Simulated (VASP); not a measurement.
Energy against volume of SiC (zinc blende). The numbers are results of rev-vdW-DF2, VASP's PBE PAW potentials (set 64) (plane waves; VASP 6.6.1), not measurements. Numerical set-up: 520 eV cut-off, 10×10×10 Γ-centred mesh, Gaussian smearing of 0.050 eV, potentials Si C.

| V (Å³/atom) | E (eV/atom) |
|---|---|
| 9.822 | -6.58902 |
| 10.135 | -6.61036 |
| 10.449 | -6.61707 |
| 10.762 | -6.61114 |

Task: Fit these four points and predict the energy of the run at 11.075 Å³/atom.

Result: A cubic in V^(−2/3), the third-order Birch-Murnaghan form, passes through the four points with V0 = 10.45 Å³/atom and B0 = 215 GPa, and gives -6.5943 eV/atom there. The run gave -6.5943 eV/atom, -0.0 meV/atom from the fit; all five points give B0 = 214 GPa.

The compound is SiC in the zinc blende structure. It was relaxed first.
